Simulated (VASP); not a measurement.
Data:

```xyz
2
Lattice="1.2373 -2.1431 0.0000 1.2373 2.1431 0.0000 0.0000 0.0000 3.9933" Properties=species:S:1:pos:R:3 pbc="T T T"
Co     1.2373     0.7144     0.9983
Co     1.2373    -0.7144     2.9950
```
Starting moments (μB, in the order of the record's atoms Co Co): 1.6 1.6.

These are PBE GGA, VASP's PBE PAW potentials (set 64) (plane waves; VASP) values and carry that method's errors. Numerical set-up: 500 eV cut-off, 17×17×9 Γ-centred mesh, first-order Methfessel-Paxton smearing of 0.10 eV, potentials Co.

Energy and stress use the plane-wave basis of the starting cell.

**Question.** The ions, cell shape and volume at an external pressure of 10.0 GPa are relaxed. What does this cell relax into?

**Answer.** 
```xyz
2
Lattice="1.2291 -2.1289 0.0000 1.2291 2.1289 0.0000 0.0000 0.0000 3.9657" Properties=species:S:1:pos:R:3 pbc="T T T"
Co     1.2291     0.7096     0.9914
Co     1.2291    -0.7096     2.9743
```
Space group P6_3/mmc (194), at a tolerance of 0.03 Å. The cell ends with 3.17 μB, on the sites 1.60 1.60 μB.

**Question.** How do energy and volume change from the first to the last step?

**Answer.** The energy (σ→0) changes by +9.8 meV/atom and the volume by -2.0 %, in 3 ionic steps.

The compound is Co in the hcp structure. This run relaxes it under an external pressure of 10 GPa. Symmetry was kept, so distortions that lower it aren't found.
